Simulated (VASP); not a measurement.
An input for Quantum ESPRESSO's pw.x (written as the equivalent of a VASP run, and not itself run):

```
&CONTROL
  calculation = 'scf'
  pseudo_dir = './pseudo'
  outdir = './out'
  tprnfor = .true.
  tstress = .true.
/
&SYSTEM
  ibrav = 0
  nat = 4
  ntyp = 2
  ecutwfc = 84
  occupations = 'tetrahedra'
  input_dft = 'pbesol'
/
&ELECTRONS
  conv_thr = 7.3e-09
  electron_maxstep = 100
/
ATOMIC_SPECIES
  Ti 47.867 Ti.upf
  Al 26.982 Al.upf
CELL_PARAMETERS angstrom
    -1.9088119    1.9088119    4.2701757
     1.9088119   -1.9088119    4.2701757
     1.9088119    1.9088119   -4.2701757
ATOMIC_POSITIONS crystal
  Ti   0.0000000  0.0000000  0.0000000
  Al   0.5000000  0.5000000  0.0000000
  Al   0.7500000  0.2500000  0.5000000
  Al   0.2500000  0.7500000  0.5000000
K_POINTS automatic
  13 13 13 0 0 0
```

### Question
Write the VASP files for the same calculation (PBEsol).

### Answer
One answer among several that fit: 
INCAR:
```
SYSTEM = TiAl3
PREC = Accurate
ENCUT = 400
EDIFF = 1E-7
NELM = 100
ALGO = Normal
LREAL = .FALSE.
LASPH = .TRUE.
ISMEAR = -5
GGA = PS
LMAXMIX = 4
LWAVE = .FALSE.
LCHARG = .TRUE.
LORBIT = 11
NEDOS = 601
ISIF = 2
LEFG = .TRUE.
```

**POSCAR**
```
TiAl3
1
   -1.9088118573     1.9088118573     4.2701757206
    1.9088118573    -1.9088118573     4.2701757206
    1.9088118573     1.9088118573    -4.2701757206
Ti Al
1 3
Direct
  0.0000000000   0.0000000000   0.0000000000
  0.5000000000   0.5000000000   0.0000000000
  0.7500000000   0.2500000000   0.5000000000
  0.2500000000   0.7500000000   0.5000000000
```

KPOINTS:
```
Automatic mesh
0
Gamma
13 13 13
0 0 0
```

POTCAR, in this order: Ti_sv Al (PBE.64 set). Program: vasp_std.

Limits of the translation: the potentials are each code's own (VASP's PAW set, PseudoDojo norm-conserving files in pw.x), so ENCUT and ecutwfc are chosen apart and not converted; conv_thr bounds pw.x's estimated SCF error, while EDIFF bounds the energy change between steps; the field gradients of LEFG aren't asked of the other code.

The compound is TiAl3 in the sg139 structure. It was relaxed first.
